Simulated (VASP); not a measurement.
Output of a VASP run:

### OUTCAR
```
 ion  position               nearest neighbor table
   1  0.000  0.000  0.000-   2 2.55   3 2.55   4 2.55   2 2.55   3 2.55   2 2.55   4 2.55   2 2.55
                             3 2.55   4 2.55   3 2.55   4 2.55
   2  0.000  0.500  0.500-   1 2.55   3 2.55   4 2.55   1 2.55   4 2.55   1 2.55   3 2.55   1 2.55
                             3 2.55   4 2.55   4 2.55   3 2.55
   3  0.500  0.000  0.500-   1 2.55   2 2.55   4 2.55   1 2.55   4 2.55   2 2.55   4 2.55   4 2.55
                             1 2.55   2 2.55   1 2.55   2 2.55
   4  0.500  0.500  0.000-   1 2.55   2 2.55   3 2.55   2 2.55   3 2.55   1 2.55   3 2.55   3 2.55
                             1 2.55   2 2.55   2 2.55   1 2.55
  LATTYP: Found a simple cubic cell.
 ALAT       =     3.6123059965
 Subroutine PRICEL returns:
 Original cell was already a primitive cell.
 Subroutine GETGRP returns: Found 48 space group operations
The static configuration has the point symmetry O_h .
The dynamic configuration has the point symmetry O_h .
The overall configuration has the point symmetry O_h .
 Subroutine INISYM returns: Found 48 space group operations
 Subroutine IBZKPT returns following result:
 Found     35 irreducible k-points:

 Following reciprocal coordinates:
            Coordinates               Weight
  0.000000  0.000000  0.000000      1.000000
  0.111111  0.000000  0.000000      6.000000
  0.222222  0.000000  0.000000      6.000000
  0.333333  0.000000  0.000000      6.000000
  0.444444  0.000000  0.000000      6.000000
  0.111111  0.111111  0.000000     12.000000
  0.222222  0.111111  0.000000     24.000000
  0.333333  0.111111  0.000000     24.000000
  0.444444  0.111111  0.000000     24.000000
  0.222222  0.222222  0.000000     12.000000
  0.333333  0.222222  0.000000     24.000000
  0.444444  0.222222  0.000000     24.000000
  0.333333  0.333333  0.000000     12.000000
  0.444444  0.333333  0.000000     24.000000
  0.444444  0.444444  0.000000     12.000000
  0.111111  0.111111  0.111111      8.000000
  0.222222  0.111111  0.111111     24.000000
  0.333333  0.111111  0.111111     24.000000
  0.444444  0.111111  0.111111     24.000000
  0.222222  0.222222  0.111111     24.000000
  0.333333  0.222222  0.111111     48.000000
  0.444444  0.222222  0.111111     48.000000
  0.333333  0.333333  0.111111     24.000000
  0.444444  0.333333  0.111111     48.000000
  0.444444  0.444444  0.111111     24.000000
  0.222222  0.222222  0.222222      8.000000
  0.333333  0.222222  0.222222     24.000000
  0.444444  0.222222  0.222222     24.000000
  0.333333  0.333333  0.222222     24.000000
  0.444444  0.333333  0.222222     48.000000
  0.444444  0.444444  0.222222     24.000000
  0.333333  0.333333  0.333333      8.000000
  0.444444  0.333333  0.333333     24.000000
  0.444444  0.444444  0.333333     24.000000
  0.444444  0.444444  0.444444      8.000000
   k-points           NKPTS =     35   k-points in BZ     NKDIM =     35   number of bands    NBANDS=     25
   number of dos      NEDOS =    301   number of ions     NIONS =      4
   total plane-waves  NPLWV =  21952
   dimension x,y,z NGX =    28 NGY =   28 NGZ =   28
   dimension x,y,z NGXF=    56 NGYF=   56 NGZF=   56
   ions per type =               1   3
   PREC   = accura    normal or accurate (medium, high low for compatibility)
   ISTART =      0    job   : 0-new  1-cont  2-samecut
   ICHARG =      2    charge: 1-file 2-atom 10-const
   ISPIN  =      2    spin polarized calculation?
   LNONCOLLINEAR =      F non collinear calculations
   LSORBIT =      F    spin-orbit coupling
   INIWAV =      1    electr: 0-lowe 1-rand  2-diag
   ENCUT  =  520.0 eV  38.22 Ry    6.18 a.u.   6.72  6.72  6.72*2*pi/ulx,y,z
   NELM   =    100;   NELMIN=  2; NELMDL= -5     # of ELM steps
   EDIFF  = 0.1E-06   stopping-criterion for ELM
   LREAL  =      F    real-space projection
   NLSPLINE    = F    spline interpolate recip. space projectors
   LMAXMIX     =    4 max onsite mixed and CHGCAR
   VOSKOWN=      0    Vosko Wilk Nusair interpolation
   EDIFFG = 0.1E-05   stopping-criterion for IOM
   NSW    =      0    number of steps for IOM
...
```

### OSZICAR
```
       N       E                     dE             d eps       ncg     rms          rms(c)
DAV:   1     0.244082624317E+03    0.24408E+03   -0.17455E+04  3540   0.210E+03
DAV:   2    -0.137808906069E+02   -0.25786E+03   -0.24982E+03  3549   0.373E+02
DAV:   3    -0.285709281176E+02   -0.14790E+02   -0.13874E+02  3717   0.121E+02
DAV:   4    -0.288644570485E+02   -0.29353E+00   -0.29076E+00  3749   0.173E+01
DAV:   5    -0.288709294584E+02   -0.64724E-02   -0.64690E-02  4890   0.218E+00    0.194E+01
DAV:   6    -0.270621073617E+02    0.18088E+01   -0.46674E+01  3761   0.107E+02    0.271E+01
DAV:   7    -0.299089317897E+02   -0.28468E+01   -0.23716E+01  4310   0.134E+02    0.283E+01
DAV:   8    -0.245616635622E+02    0.53473E+01   -0.18655E+01  4319   0.571E+01    0.665E+00
DAV:   9    -0.247910469487E+02   -0.22938E+00   -0.91570E-01  3948   0.128E+01    0.382E+00
DAV:  10    -0.247657968987E+02    0.25250E-01   -0.17876E-01  4921   0.102E+01    0.156E+00
DAV:  11    -0.247598845604E+02    0.59123E-02   -0.64154E-02  5471   0.382E+00    0.139E+00
DAV:  12    -0.247617352609E+02   -0.18507E-02   -0.91095E-03  3960   0.237E+00    0.484E-01
DAV:  13    -0.247617621256E+02   -0.26865E-04   -0.38087E-03  5051   0.112E+00    0.987E-02
DAV:  14    -0.247618276233E+02   -0.65498E-04   -0.53232E-04  4773   0.279E-01    0.114E-01
DAV:  15    -0.247618170653E+02    0.10558E-04   -0.15104E-04  4288   0.315E-01    0.267E-02
DAV:  16    -0.247618161377E+02    0.92754E-06   -0.22541E-05  4963   0.904E-02    0.294E-02
DAV:  17    -0.247618164938E+02   -0.35612E-06   -0.25615E-06  4125   0.410E-02    0.129E-02
DAV:  18    -0.247618160606E+02    0.43324E-06   -0.20175E-06  4332   0.298E-02    0.189E-03
DAV:  19    -0.247618160290E+02    0.31604E-07   -0.38541E-07  2666   0.652E-03
   1 F= -.24761816E+02 E0= -.24760850E+02  d E =-.289684E-02  mag=     4.7674
```

OUTCAR:
```
------------------------ aborting loop because EDIFF is reached ----------------------------------------
  FORCE on cell =-STRESS in cart. coord.  units (eV):
  Direction    XX          YY          ZZ          XY          YZ          ZX
  --------------------------------------------------------------------------------------
  Total       -2.8555141     -2.8555141     -2.8555141      0.0000000     -0.0000000     -0.0000000
  in kB      -97.0602241    -97.0602241    -97.0602241      0.0000000     -0.0000000     -0.0000000
  external PRESSURE =     -97.0602241 kB  Pullay stress =       0.0000000 kB
  volume of cell :       47.14
      direct lattice vectors                 reciprocal lattice vectors
     3.612305996  0.000000000  0.000000000     0.276831476  0.000000000  0.000000000
     0.000000000  3.612305996  0.000000000     0.000000000  0.276831476  0.000000000
     0.000000000  0.000000000  3.612305996     0.000000000  0.000000000  0.276831476
 POSITION                                       TOTAL-FORCE (eV/Angst)
 -----------------------------------------------------------------------------------
      0.00000      0.00000      0.00000         0.000000      0.000000      0.000000
      0.00000      1.80615      1.80615         0.000000      0.000000      0.000000
      1.80615      0.00000      1.80615         0.000000      0.000000      0.000000
      1.80615      1.80615      0.00000         0.000000      0.000000      0.000000
 -----------------------------------------------------------------------------------
    total drift:                                0.000000      0.000000      0.000000
  FREE ENERGIE OF THE ION-ELECTRON SYSTEM (eV)
  ---------------------------------------------------
  free  energy   TOTEN  =       -24.7618160290 eV

  energy  without entropy=      -24.7589191899  energy(sigma->0) =      -24.76085042

 total charge

# of ion       s       p       d       tot
------------------------------------------
    1        0.452   0.451   6.093   6.996
    2        0.481   0.456   8.316   9.253
    3        0.481   0.456   8.316   9.253
    4        0.481   0.456   8.316   9.253
--------------------------------------------------
tot          1.894   1.819  31.041  34.754

 magnetization (x)

# of ion       s       p       d       tot
------------------------------------------
    1        0.011  -0.001   2.909   2.919
    2       -0.014  -0.039   0.683   0.630
    3       -0.014  -0.039   0.683   0.630
    4       -0.014  -0.039   0.683   0.630
--------------------------------------------------
tot         -0.031  -0.119   4.959   4.810
```
(Selected blocks of OUTCAR.)

POSCAR:
```
Ni3Fe
1
    3.6123059965     0.0000000000     0.0000000000
    0.0000000000     3.6123059965     0.0000000000
    0.0000000000     0.0000000000     3.6123059965
Fe Ni
1 3
Direct
  0.0000000000   0.0000000000   0.0000000000
  0.0000000000   0.5000000000   0.5000000000
  0.5000000000   0.0000000000   0.5000000000
  0.5000000000   0.5000000000   0.0000000000
```

Question: Reconstruct the remaining input files.

Answer: This is not unique; one that fits is the input of the run itself, PW91 GGA, plane waves, VASP's PBE PAW potentials (set 64).

INCAR:
```
SYSTEM = Ni3Fe
PREC = Accurate; ENCUT = 520; LREAL = .FALSE.
LASPH = .TRUE.
EDIFF = 1E-7; NELM = 100; ALGO = Normal
LMAXMIX = 4
ISMEAR = 1; SIGMA = 0.1
GGA = 91
MAGMOM = 2.9 0.6 0.6 0.6
ISPIN = 2
ISIF = 2
LWAVE = .FALSE.; LCHARG = .FALSE.; LORBIT = 10
```

### KPOINTS
```
Automatic mesh
0
Gamma
9 9 9
0 0 0
```

POTCAR, in this order: Fe Ni (PBE.64 set). Program: vasp_std.

The compound is Ni3Fe in the L1_2 structure. This cell is one point of a volume scan, at 1.06 of the reference volume.
